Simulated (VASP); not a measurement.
# LiHg3S2 (P6/mmm) in VASP: single point with PBE

Aim: the single point of LiHg3S2 with PBE.

All numbers are computed with VASP 6.6.1; they aren't measurements. Logs are shortened: lines on timing, memory, paths and dates and some standing lists are left out, and cuts for length are marked.

## (1) The cell of the first run

Symmetry: P6/mmm, No. 191, hexagonal system. The conventional cell has a = 6.420 Å, b = 6.420 Å, c = 4.338 Å, α = 90.00°, β = 90.00°, γ = 120.00°. Around Li (site symmetry 6/mmm) lie 6 S at 3.71 Å and 12 Hg at 3.87 Å. Around Hg (site symmetry mmm) lie 4 S at 2.85 Å and 4 Hg at 3.21 Å. Around S (site symmetry -6m2) lie 6 Hg at 2.85 Å.

The cell was built by a generator and needn't be a form met in nature.

## (2) Single point, PBE (species swapped into the YB2Ir3 type (P6/mmm, No. 191))

Contents of INCAR:

```
PREC = Accurate
ENCUT = 520
EDIFF = 1E-6
ISMEAR = 0
SIGMA = 0.1
LREAL = False
LASPH = True
NELM = 100
ALGO = Fast
ISIF = 2
LWAVE = False
LCHARG = False
GGA = PE
NBANDS = 34
```

Contents of KPOINTS:

```
Automatic mesh
0
Gamma
  9 9 8
```

Contents of POSCAR:

```
LiHg3S2
1.0
    6.4203387164      0.0000000000      0.0000000000
   -3.2101693582      5.5601764293      0.0000000000
    0.0000000000      0.0000000000      4.3376494716
Li Hg S
1 3 2
Direct
    0.0000000000      0.0000000000      0.0000000000
    0.5000000000      0.0000000000      0.5000000000
    0.0000000000      0.5000000000      0.5000000000
    0.5000000000      0.5000000000      0.5000000000
    0.6666666667      0.3333333333      0.0000000000
    0.3333333333      0.6666666667      0.0000000000
```

Potentials or basis: VASP PAW PBE potentials, release 64 (Li_sv, Hg, S).

Run with:

```sh
> cat potpaw_PBE.64/Li_sv/POTCAR potpaw_PBE.64/Hg/POTCAR potpaw_PBE.64/S/POTCAR > POTCAR
> mpirun -np 1 vasp_std > vasp.out
```

OUTCAR:

```text
PREC = Accurate
   ENCUT = 520
   EDIFF = 1E-6
   ISMEAR = 0
   LREAL = False
   LASPH = True
   NELM = 100
   ISIF = 2
   GGA = PE

 ion  position               nearest neighbor table
   1  0.000  0.000  0.000-
   2  0.500  0.000  0.500-   5 2.85   6 2.85   5 2.85   6 2.85   3 3.21   4 3.21   4 3.21   3 3.21

   3  0.000  0.500  0.500-   5 2.85   6 2.85   5 2.85   6 2.85   2 3.21   2 3.21   4 3.21   4 3.21

   4  0.500  0.500  0.500-   5 2.85   6 2.85   5 2.85   6 2.85   2 3.21   2 3.21   3 3.21   3 3.21

   5  0.667  0.333  0.000-   2 2.85   2 2.85   3 2.85   3 2.85   4 2.85   4 2.85
   6  0.333  0.667  0.000-   2 2.85   2 2.85   3 2.85   3 2.85   4 2.85   4 2.85

  LATTYP: Found a hexagonal cell.
 ALAT       =     6.4203387164
 C/A-ratio  =     0.6756106902

  Lattice vectors:

 A1 = (   6.4203387164,   0.0000000000,   0.0000000000)
 A2 = (  -3.2101693582,   5.5601764293,   0.0000000000)
 A3 = (   0.0000000000,   0.0000000000,   4.3376494716)

Analysis of symmetry for initial positions (statically):
=====================================================================
 Subroutine PRICEL returns:
 Original cell was already a primitive cell.

 Routine SETGRP: Setting up the symmetry group for a
 hexagonal supercell.

 Subroutine GETGRP returns: Found 24 space group operations
 (whereof 24 operations were pure point group operations)
 out of a pool of 24 trial point group operations.

The static configuration has the point symmetry D_6h.

Analysis of symmetry for dynamics (positions and initial velocities):
=====================================================================
 Subroutine PRICEL returns:
 Original cell was already a primitive cell.

 Routine SETGRP: Setting up the symmetry group for a
 hexagonal supercell.

 Subroutine GETGRP returns: Found 24 space group operations
 (whereof 24 operations were pure point group operations)
 out of a pool of 24 trial point group operations.

The dynamic configuration has the point symmetry D_6h.

 Subroutine INISYM returns: Found 24 space group operations
 (whereof 24 operations are pure point group operations),
 and found     1 'primitive' translations

----------------------------------------------------------------------------------------

                                     Primitive cell
[... 100 lines left out ...]
   LREAL  =      F    real-space projection
   EDIFFG = 0.1E-04   stopping-criterion for IOM
   NSW    =      0    number of steps for IOM
   IBRION =     -1    ionic relax: 0-MD 1-quasi-New 2-CG
   NFREE  =      0    steps in history (QN), initial steepest desc. (CG)
   ISIF   =      2    stress and relaxation
   ISYM   =      2    0-nonsym 1-usesym 2-fastsym
   POTIM  = 0.5000    time-step for ionic-motion
   TEBEG  =    0.0;   TEEND  =   0.0 temperature during run
   PSTRESS=    0.0 pullay stress
   NELECT =      51.0000    total number of electrons
   NUPDOWN=      -1.0000    fix difference up-down
   EMIN   =  10.00;   EMAX   =-10.00  energy-range for DOS
   EFERMI =   0.00;   METHOD = LEGACY
   ISMEAR =     0;   SIGMA  =   0.10  broadening in eV -4-tet -1-fermi 0-gaus
   EFERMI_NEDOS =   21; number of points for ismear=-14 and -15
   IALGO  =     68    algorithm
   IMIX   =      4    mixing-type and parameters
     AMIX     =   0.40;   BMIX     =  1.00
     AMIX_MAG =   1.60;   BMIX_MAG =  1.00
  volume/ion in A,a.u.               =      25.81       174.16
  Fermi-wavevector in a.u.,A,eV,Ry     =   1.130571  2.136470 17.390846  1.278191
  Thomas-Fermi vector in A             =   2.267268
   LORBIT       =      0    0 simple, 1 ext, 2 COOP (PROOUT), +10 PAW based schemes
   GGA     = PE    functional components
   LHFCALC =     F    Hartree Fock is set to
   AEXX    =    0.0000 exact exchange contribution
   IVDW    =     0    specifies the selected vdW correction
   LEPSILON=     F    determine dielectric tensor
   LRPA    =     F    only Hartree local field effects (RPA)
 non-spin polarized calculation
 RMM-DIIS sequential band-by-band and
 Gauss-broadening in eV      SIGMA  =   0.10
  energy-cutoff  :      520.00
  volume of cell :      154.85
 maximum number of plane-waves:      4218
 NGX is ok and might be reduce to    48
   NGX = 23   NGY = 23   NGZ = 17

 number of electron      51.0000011 magnetization

 Free energy of the ion-electron system (eV)
  ---------------------------------------------------
  ext. energy  EPLUGINS =         0.00000000
  ---------------------------------------------------
  free energy    TOTEN  =        -9.67268290 eV

  energy without entropy =       -9.66380765  energy(sigma->0) =       -9.66824528

 E-fermi :   2.4269     XC(G=0):  -8.9351

 val. band max:        2.4260583193   @ k =   0.2222   0.1111   0.0000
 cond. band min:       2.4483206471   @ k =   0.0000   0.0000   0.2500
 fundamental gap:      0.0222623278
 Fermi energy:         2.4269263136

 k-point     1 :       0.0000    0.0000    0.0000
  band No.  band energies     occupation
      1     -46.7835      2.00000
      2     -10.8954      2.00000
      3      -9.9353      2.00000
      4      -5.4515      2.00000
      5      -5.2402      2.00000
      6      -5.0377      2.00000
[... 877 lines left out ...]
     33       7.3032      0.00000
     34       8.3537      0.00000

 [... further k-points ...]

------------------------ aborting loop because EDIFF is reached ----------------------------------------

  FORCE on cell =-STRESS in cart. coord.  units (eV):
  Direction    XX          YY          ZZ          XY          YZ          ZX
  --------------------------------------------------------------------------------------
  -------------------------------------------------------------------------------------
  Total        0.1115343      0.1115343      0.1676183      0.0000000      0.0000000     -0.0000000
  in kB        1.1540329      1.1540329      1.7343270      0.0000000      0.0000000     -0.0000000
  external PRESSURE =       1.3474643 kB  Pullay stress =       0.0000000 kB

 VOLUME and BASIS-vectors are now :
 -----------------------------------------------------------------------------
  energy-cutoff  :      520.00
  volume of cell :      154.85
      direct lattice vectors                 reciprocal lattice vectors
     6.420338716  0.000000000  0.000000000     0.155755022  0.089925204  0.000000000
    -3.210169358  5.560176429  0.000000000     0.000000000  0.179850408  0.000000000
     0.000000000  0.000000000  4.337649472     0.000000000  0.000000000  0.230539606

 POSITION                                       TOTAL-FORCE (eV/Angst)
 -----------------------------------------------------------------------------------
      0.00000      0.00000      0.00000         0.000000      0.000000     -0.000000
      3.21017      0.00000      2.16882         0.000000      0.000000     -0.000000
     -1.60508      2.78009      2.16882         0.000000      0.000000     -0.000000
      1.60508      2.78009      2.16882         0.000000      0.000000     -0.000000
      3.21017      1.85339      0.00000         0.000000      0.000000      0.000000
     -0.00000      3.70678      0.00000        -0.000000      0.000000     -0.000000
 -----------------------------------------------------------------------------------
    total drift:                               -0.000000      0.000000     -0.000000

  FREE ENERGIE OF THE ION-ELECTRON SYSTEM (eV)
  ---------------------------------------------------
  free  energy   TOTEN  =        -9.6726829044 eV

  energy  without entropy=       -9.6638076463  energy(sigma->0) =       -9.66824528
```

OSZICAR:

```text
N       E                     dE             d eps       ncg     rms          rms(c)
DAV:   1     0.366014897668E+03    0.36601E+03   -0.22649E+04  4080   0.137E+03
DAV:   2     0.134204586732E+02   -0.35259E+03   -0.33627E+03  4400   0.334E+02
DAV:   3    -0.100559957696E+02   -0.23476E+02   -0.23120E+02  5006   0.803E+01
DAV:   4    -0.110265576534E+02   -0.97056E+00   -0.96605E+00  6314   0.118E+01
DAV:   5    -0.110410150720E+02   -0.14457E-01   -0.14450E-01  4936   0.151E+00    0.130E+01
RMM:   6    -0.970986026149E+01    0.13312E+01   -0.27269E+00  4417   0.695E+00    0.943E+00
RMM:   7    -0.968329385544E+01    0.26566E-01   -0.40283E-01  5073   0.247E+00    0.383E+00
RMM:   8    -0.967111505377E+01    0.12179E-01   -0.49300E-02  5402   0.112E+00    0.109E+00
RMM:   9    -0.967185079771E+01   -0.73574E-03   -0.13922E-02  5764   0.586E-01    0.226E-01
RMM:  10    -0.967262734205E+01   -0.77654E-03   -0.61074E-03  5768   0.388E-01    0.326E-01
RMM:  11    -0.967251060923E+01    0.11673E-03   -0.19881E-03  5684   0.257E-01    0.204E-02
RMM:  12    -0.967260010153E+01   -0.89492E-04   -0.83304E-04  6580   0.131E-01    0.247E-02
RMM:  13    -0.967264517332E+01   -0.45072E-04   -0.34825E-04  6781   0.810E-02    0.895E-03
RMM:  14    -0.967266628045E+01   -0.21107E-04   -0.15773E-04  6691   0.512E-02    0.100E-02
RMM:  15    -0.967267559033E+01   -0.93099E-05   -0.66932E-05  6092   0.320E-02    0.902E-03
RMM:  16    -0.967268002731E+01   -0.44370E-05   -0.29790E-05  5238   0.216E-02    0.544E-03
RMM:  17    -0.967268211623E+01   -0.20889E-05   -0.12989E-05  5022   0.156E-02    0.227E-03
RMM:  18    -0.967268290440E+01   -0.78817E-06   -0.51899E-06  4409   0.116E-02
   1 F= -.96726829E+01 E0= -.96682453E+01  d E =-.887526E-02
```

stdout:

```text
POSCAR found type information on POSCAR LiHgS
 POSCAR found :  3 types and       6 ions
 scaLAPACK will be used
 LDA part: xc-table for (Slater+PW92), standard interpolation
 POSCAR, INCAR and KPOINTS ok, starting setup
 FFT: planning ... GRIDC
 FFT: planning ... GRID_SOFT
 FFT: planning ... GRID
 WAVECAR not read
 entering main loop
WARNING in EDDRMM: call to ZHEGV failed, returncode =   6  3      2
WARNING in EDDRMM: call to ZHEGV failed, returncode =   6  3      7
WARNING in EDDRMM: call to ZHEGV failed, returncode =   8  4     31
```

Wall time 5.3 min (1 thread of Intel Xeon Platinum 8559C (Emerald Rapids), shared host); peak memory 0.43 GiB.

Results:

- Free energy: -9.6727 eV
- Band gap on the k mesh: none (metal or under the smearing width)

Levels at points of the mesh, in eV from the Fermi level:
| k point | band 22 | band 23 | band 24 | band 25 | band 26 | band 27 | band 28 | band 29 | band 30 | band 31 |
| --- | --- | --- | --- | --- | --- | --- | --- | --- | --- | --- |
| (0.00, 0.00, 0.00) | -3.57 | -2.74 | -2.74 | -0.48 | 1.32 | 1.68 | 1.68 | 1.80 | 2.03 | 2.03 |
| (0.00, 0.00, 0.50) | -3.59 | -1.42 | -1.42 | -1.14 | -1.14 | 1.07 | 1.07 | 1.26 | 1.27 | 3.84 |

Caveat: the cutoff is under 1.25 times the usual one of these potentials, so pressure, stress and relaxed cells hold a basis-set (Pulay) error.
